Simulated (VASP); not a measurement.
Method: PBEsol GGA, VASP's PBE PAW potentials (set 64) (plane waves; VASP 6.6.1).

A VASP calculation is set up with these files.

### POSCAR
```
YTl
1
    3.7353505298     0.0000000000    -0.0000000000
   -0.0000000000     3.7353505298     0.0000000000
   -0.0000000000    -0.0000000000     3.7353505298
Y Tl
1 1
Direct
  0.5000000000   0.5000000000   0.5000000000
  0.0000000000   0.0000000000   0.0000000000
```

INCAR:
```
# general
SYSTEM  = YTl
PREC    = Accurate
ENCUT   = 400
LREAL   = .False.   # projection in real space or not
LASPH   = .True.   # aspherical one-centre terms
ICHARG  = 11   # fixed density

# electronic loop
EDIFF   = 1E-7   # SCF stop (eV)
NELM    = 100
ALGO    = Normal   # blocked Davidson
LMAXMIX = 4   # l cut-off of mixed one-centre charges

# smearing
ISMEAR  = 0
SIGMA   = 0.05   # width (eV)

# functional
GGA     = PS

# output
LWAVE   = .False.
LCHARG  = .False.
LORBIT  = 11
```

File KPOINTS:
```
k-points along high-symmetry lines
15
Line-mode
Reciprocal
  0.000000   0.000000   0.000000 ! GAMMA
  0.000000   0.500000   0.000000 ! X

  0.000000   0.500000   0.000000 ! X
  0.500000   0.500000   0.000000 ! M

  0.500000   0.500000   0.000000 ! M
  0.000000   0.000000   0.000000 ! GAMMA

  0.000000   0.000000   0.000000 ! GAMMA
  0.500000   0.500000   0.500000 ! R

  0.500000   0.500000   0.500000 ! R
  0.000000   0.500000   0.000000 ! X

  0.500000   0.500000   0.500000 ! R
  0.500000   0.500000   0.000000 ! M
```

POTCAR, in this order: Y_sv Tl_d (PBE.64 set). Program: vasp_std. Read from the step before: CHGCAR.

The run wrote:

File OUTCAR:
```
 ion  position               nearest neighbor table
   1  0.500  0.500  0.500-   2 3.23   2 3.23   2 3.23   2 3.23   2 3.23   2 3.23   2 3.23   2 3.23
  LATTYP: Found a simple cubic cell.
 ALAT       =     3.7353505298
 Subroutine PRICEL returns:
 Original cell was already a primitive cell.
 Subroutine GETGRP returns: Found 48 space group operations
The static configuration has the point symmetry O_h .
The dynamic configuration has the point symmetry O_h .
 Subroutine INISYM returns: Found 48 space group operations
   k-points           NKPTS =     90   k-points in BZ     NKDIM =     90   number of bands    NBANDS=     16
   number of dos      NEDOS =    301   number of ions     NIONS =      2
   total plane-waves  NPLWV =  13824
   dimension x,y,z NGX =    24 NGY =   24 NGZ =   24
   dimension x,y,z NGXF=    48 NGYF=   48 NGZF=   48
   ions per type =               1   1
   PREC   = accura    normal or accurate (medium, high low for compatibility)
   ISTART =      0    job   : 0-new  1-cont  2-samecut
   ICHARG =     11    charge: 1-file 2-atom 10-const
   ISPIN  =      1    spin polarized calculation?
   LNONCOLLINEAR =      F non collinear calculations
   LSORBIT =      F    spin-orbit coupling
   INIWAV =      1    electr: 0-lowe 1-rand  2-diag
   ENCUT  =  400.0 eV  29.40 Ry    5.42 a.u.   6.09  6.09  6.09*2*pi/ulx,y,z
   NELM   =    100;   NELMIN=  2; NELMDL= -5     # of ELM steps
   EDIFF  = 0.1E-06   stopping-criterion for ELM
   LREAL  =      F    real-space projection
   NLSPLINE    = F    spline interpolate recip. space projectors
   LMAXMIX     =    4 max onsite mixed and CHGCAR
   VOSKOWN=      0    Vosko Wilk Nusair interpolation
   EDIFFG = 0.1E-05   stopping-criterion for IOM
   NSW    =      0    number of steps for IOM
   NBLOCK =      1;   KBLOCK =      1    inner block; outer block
   IBRION =     -1    ionic relax: 0-MD 1-quasi-New 2-CG
   NFREE  =      0    steps in history (QN), initial steepest desc. (CG)
   ISIF   =      2    stress and relaxation
   ISYM   =      2    0-nonsym 1-usesym 2-fastsym
   TEIN   =    0.0    initial temperature
   TEBEG  =    0.0;   TEEND  =   0.0 temperature during run
   SMASS  =  -3.00    Nose mass-parameter (am)
...
```

OSZICAR:
```
       N       E                     dE             d eps       ncg     rms          rms(c)
DAV:   1     0.878767769837E+02    0.87877E+02   -0.11475E+04  3016   0.117E+03
DAV:   2    -0.691732851824E+01   -0.94794E+02   -0.93812E+02  3744   0.266E+02
DAV:   3    -0.105259557820E+02   -0.36086E+01   -0.35845E+01  4712   0.352E+01
DAV:   4    -0.106043013241E+02   -0.78346E-01   -0.78029E-01  3600   0.428E+00
DAV:   5    -0.106057617235E+02   -0.14604E-02   -0.14596E-02  3880   0.486E-01
DAV:   6    -0.106057837375E+02   -0.22014E-04   -0.22015E-04  3680   0.617E-02
DAV:   7    -0.106057845852E+02   -0.84778E-06   -0.84731E-06  3880   0.103E-02
DAV:   8    -0.106057846117E+02   -0.26459E-07   -0.26149E-07  3312   0.180E-03
   1 F= -.10605785E+02 E0= -.10602618E+02  d E =-.633264E-02
```

**OUTCAR**
```
 val. band max:        5.9635228832   @ k =   0.0000   0.1429   0.0000

 cond. band min:       5.9748689467   @ k =   0.0000   0.1786   0.0000



 k-point     1 :       0.0000    0.0000    0.0000
  band No.  band energies     occupation
      1     -36.8354      2.00000
      2     -16.7744      2.00000
      3     -16.7744      2.00000
      4     -16.7744      2.00000
      5      -5.6409      2.00000
      6      -5.6409      2.00000
      7      -5.3857      2.00000
      8      -5.3857      2.00000
      9      -5.3857      2.00000
     10      -3.0412      2.00000
     11       5.9415      1.56443
     12       5.9415      1.56443
     13       9.2014      0.00000
     14       9.2014      0.00000
     15       9.2014      0.00000
     16       9.6566      0.00000

 k-point     2 :       0.0000    0.0357    0.0000
  band No.  band energies     occupation
      1     -36.8353      2.00000
      2     -16.7775      2.00000
      3     -16.7742      2.00000
      4     -16.7742      2.00000
      5      -5.6403      2.00000
      6      -5.6371      2.00000
      7      -5.3864      2.00000
      8      -5.3864      2.00000
      9      -5.3854      2.00000
     10      -3.0246      2.00000
     11       5.9265      1.77130
     12       5.9430      1.54000
     13       9.0208      0.00000
     14       9.0208      0.00000
     15       9.0931      0.00000
     16       9.6551      0.00000

 k-point     3 :       0.0000    0.0714    0.0000
  band No.  band energies     occupation
      1     -36.8347      2.00000
      2     -16.7867      2.00000
      3     -16.7736      2.00000
      4     -16.7736      2.00000
      5      -5.6386      2.00000
      6      -5.6262      2.00000
      7      -5.3885      2.00000
      8      -5.3885      2.00000
      9      -5.3846      2.00000
     10      -2.9750      2.00000
     11       5.8725      1.99370
     12       5.9472      1.46324
     13       8.7276      0.00000
     14       8.7276      0.00000
...
```

The density is held fixed in this step, so its total energy and stress have no physical meaning. Unless said otherwise, spin-orbit coupling is left out, though it shifts the bands of the heavy elements here.

The structure comes from a measured YTl entry (Pm-3m) of the Crystallography Open Database, whose conditions weren't checked. It was relaxed first.
